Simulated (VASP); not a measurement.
```xyz
12
Lattice="5.4357 0.0000 0.0000 0.0000 3.8436 0.0000 0.0000 0.0000 26.5440" Properties=species:S:1:pos:R:3 pbc="T T T"
Si     0.7678     0.0000    17.8557
Si     1.9500     1.9218    17.8557
Si     3.4381     1.9218    16.1269
Si     4.7155     0.0000    16.1269
Si     0.6875     0.0000    14.2350
Si     2.0304     1.9218    14.2350
Si     3.4053     1.9218    12.3090
Si     4.7483     0.0000    12.3090
Si     0.7202     0.0000    10.4171
Si     1.9977     1.9218    10.4171
Si     3.4857     1.9218     8.6883
Si     4.6679     0.0000     8.6883
```

The numbers are results of PBEsol GGA, VASP's PBE PAW potentials (set 64) (plane waves; VASP 6.6.1), not measurements. Numerical set-up: PREC = Normal, 400 eV cut-off, 5×7×1 Γ-centred mesh, first-order Methfessel-Paxton smearing of 0.10 eV, potentials Si.

Estimate the energy per atom (σ→0), band gap (on the k-mesh) with the smallest direct gap where there is one.

| Property | Value |
|---|---|
| band gap (on the k-mesh) | none (metal, semimetal or under 0.01 eV) |
| energy per atom (σ→0) | -5.342 eV/atom |

Total energies compare only between runs with the same potentials, cut-off and functional.

The cell is a thin slab with vacuum, built from Si (diamond): (110) face.
